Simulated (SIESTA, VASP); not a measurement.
The input files of a VASP run:

### INCAR
```
SYSTEM = ZnCu2SnS4
PREC = Accurate
ENCUT = 300
EDIFF = 1E-6
NELM = 100
ALGO = Normal
LREAL = .FALSE.
LASPH = .TRUE.
ISMEAR = -1
SIGMA = 0.05
GGA = PE
LMAXMIX = 4
LWAVE = .FALSE.
LCHARG = .FALSE.
ISIF = 2
```

### POSCAR
```
ZnCu2SnS4
1
   -2.5858260000     2.5858260000     5.1725320000
    2.5858260000    -2.5858260000     5.1725320000
    2.5858260000     2.5858260000    -5.1725320000
Zn Cu Sn S
1 2 1 4
Direct
  0.7500000000   0.2500000000   0.5000000000
  0.0000000000   0.0000000000   0.0000000000
  0.2500000000   0.7500000000   0.5000000000
  0.5000000000   0.5000000000   0.0000000000
  0.3643200000   0.3712400000   0.4775800000
  0.6287600000   0.1063400000   0.9930800000
  0.8936600000   0.8867400000   0.5224200000
  0.1132600000   0.6356800000   0.0069200000
```

KPOINTS:
```
Automatic mesh
0
Gamma
5 5 5
0 0 0
```

POTCAR, in this order: Zn Cu Sn_d S (PBE.64 set). Program: vasp_std.

Q: Translate it to SIESTA.

A: One input that does it (GGA PBE, numerical atomic orbitals DZP, PseudoDojo PBE standard norm-conserving potentials (rewritten from UPF to PSML)):
```
# files in the folder: Zn.psml Cu.psml Sn.psml S.psml (PseudoDojo PBE standard)
SystemName  ZnCu2SnS4
SystemLabel siesta

NumberOfAtoms                8
NumberOfSpecies              4
%block ChemicalSpeciesLabel
  1 30 Zn
  2 29 Cu
  3 50 Sn
  4 16 S
%endblock ChemicalSpeciesLabel
LatticeConstant              1.0 Ang
%block LatticeVectors
    -2.585826000    2.585826000    5.172532000
     2.585826000   -2.585826000    5.172532000
     2.585826000    2.585826000   -5.172532000
%endblock LatticeVectors
AtomicCoordinatesFormat      Bohr
%block AtomicCoordinatesAndAtomicSpecies
     0.000000000    4.886502946    4.887334425  1
     0.000000000    0.000000000    0.000000000  2
     4.886502946    0.000000000    4.887334425  2
     0.000000000    0.000000000    9.774668851  3
     2.367510677    2.299881477    2.521669070  4
     2.299881477    7.405495215   -2.521669070  4
     2.518992269    2.586621469   12.296337921  4
     2.586621469   -2.518992269    7.252999781  4
%endblock AtomicCoordinatesAndAtomicSpecies

XC.functional                GGA
XC.authors                   PBE
PAO.BasisSize                DZP
PAO.EnergyShift              0.01 Ry
MeshCutoff                   400 Ry
%block kgrid.MonkhorstPack
    5   0   0  0.0
    0   5   0  0.0
    0   0   5  0.0
%endblock kgrid.MonkhorstPack
OccupationFunction           FD
ElectronicTemperature        50.0 meV

MaxSCFIterations             150
SCF.Mixer.Method             Pulay
SCF.Mixer.Weight             0.1
SCF.Mixer.History            6
SCF.DM.Tolerance             1.0E-05
Diag.ParallelOverK           true
WriteForces                  true
```
Both inputs were run and reached self-consistency, which says nothing on mesh or cut-off. Potentials, basis and cut-offs are each code's own, so they don't translate, and total energies aren't comparable.

The structure comes from a computed database's ZnCu2SnS4 entry, a phase known from measurement. The cell was not relaxed at this level, and its volume differs by -5.9 % from the start's.
